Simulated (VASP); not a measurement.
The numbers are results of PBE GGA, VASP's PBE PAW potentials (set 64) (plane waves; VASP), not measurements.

VASP ran on this input.

### POSCAR
```
Y3As
5.8402470
  0.0000000000   0.7071067371   0.7071067371
  0.7071067371   0.0000000000   0.7071067371
  0.7071067371   0.7071067371   0.0000000000
As Y
1 3
Direct
  0.0000000000   0.0000000000   0.0000000000
  0.5000000000   0.5000000000   0.5000000000
  0.2500000000   0.2500000000   0.2500000000
  0.7500000000   0.7500000000   0.7500000000
```

### INCAR
```
SYSTEM = Y3As
PREC = Accurate; ENCUT = 400; LREAL = F
LASPH = T
EDIFF = 1E-6; NELM = 100; ALGO = Normal
LMAXMIX = 4
ISMEAR = 0; SIGMA = 0.05
GGA = PE
ISIF = 2
LWAVE = F; LCHARG = F
```

### KPOINTS
```
Automatic mesh
0
Gamma
4 4 4
0 0 0
```

POTCAR, in this order: As Y_sv (PBE.64 set). Program: vasp_std.

The run wrote:

**OSZICAR**
```
       N       E                     dE             d eps       ncg     rms          rms(c)
DAV:   1     0.159487109832E+03    0.15949E+03   -0.16378E+04   376   0.125E+03
DAV:   2    -0.360369728430E+01   -0.16309E+03   -0.16065E+03   403   0.301E+02
DAV:   3    -0.231720392561E+02   -0.19568E+02   -0.19373E+02   656   0.552E+01
DAV:   4    -0.247020686441E+02   -0.15300E+01   -0.15103E+01   498   0.160E+01
DAV:   5    -0.247698490700E+02   -0.67780E-01   -0.67607E-01   576   0.316E+00    0.244E+01
DAV:   6    -0.234696898943E+02    0.13002E+01   -0.61577E+00   458   0.767E+00    0.181E+01
DAV:   7    -0.233824449345E+02    0.87245E-01   -0.10305E+00   557   0.472E+00    0.746E+00
DAV:   8    -0.233935074497E+02   -0.11063E-01   -0.12531E-01   492   0.179E+00    0.856E-01
DAV:   9    -0.233916794204E+02    0.18280E-02   -0.23161E-02   499   0.757E-01    0.412E-01
DAV:  10    -0.233915712329E+02    0.10819E-03   -0.28735E-03   500   0.368E-01    0.133E-01
DAV:  11    -0.233915100880E+02    0.61145E-04   -0.42607E-04   585   0.101E-01    0.710E-02
DAV:  12    -0.233915167831E+02   -0.66951E-05   -0.51670E-05   482   0.455E-02    0.125E-02
DAV:  13    -0.233915180950E+02   -0.13119E-05   -0.81560E-06   512   0.133E-02    0.571E-03
DAV:  14    -0.233915175886E+02    0.50647E-06   -0.23599E-06   379   0.740E-03
   1 F= -.23391518E+02 E0= -.23383346E+02  d E =-.163442E-01
```

**OUTCAR**
```
------------------------ aborting loop because EDIFF is reached ----------------------------------------
  FORCE on cell =-STRESS in cart. coord.  units (eV):
  Direction    XX          YY          ZZ          XY          YZ          ZX
  --------------------------------------------------------------------------------------
  Total       -6.8552256     -6.8552256     -6.8552256     -0.0000000     -0.0000000      0.0000000
  in kB      -77.9747105    -77.9747105    -77.9747105     -0.0000000     -0.0000000      0.0000000
  external PRESSURE =     -77.9747105 kB  Pullay stress =       0.0000000 kB
  volume of cell :      140.86
      direct lattice vectors                 reciprocal lattice vectors
     0.000000000  4.129678000  4.129678000    -0.121074815  0.121074815  0.121074815
     4.129678000  0.000000000  4.129678000     0.121074815 -0.121074815  0.121074815
     4.129678000  4.129678000  0.000000000     0.121074815  0.121074815 -0.121074815
 POSITION                                       TOTAL-FORCE (eV/Angst)
 -----------------------------------------------------------------------------------
      0.00000      0.00000      0.00000         0.000000     -0.000000     -0.000000
      4.12968      4.12968      4.12968         0.000000     -0.000000     -0.000000
      2.06484      2.06484      2.06484        -0.000000     -0.000000     -0.000000
      6.19452      6.19452      6.19452         0.000000      0.000000      0.000000
 -----------------------------------------------------------------------------------
    total drift:                               -0.000000      0.000000      0.000000
  FREE ENERGIE OF THE ION-ELECTRON SYSTEM (eV)
  ---------------------------------------------------
  free  energy   TOTEN  =       -23.3915175886 eV

  energy  without entropy=      -23.3751734182  energy(sigma->0) =      -23.38334550
```
(Selected blocks of OUTCAR.)

The structure was generated: Y3As was put into the D03 type (Fm-3m), which need not be its known phase. The cell was not relaxed at this level. The k-mesh is coarse (spacing up to 0.33 per Å, 2π included), so the numbers may not be converged in it.
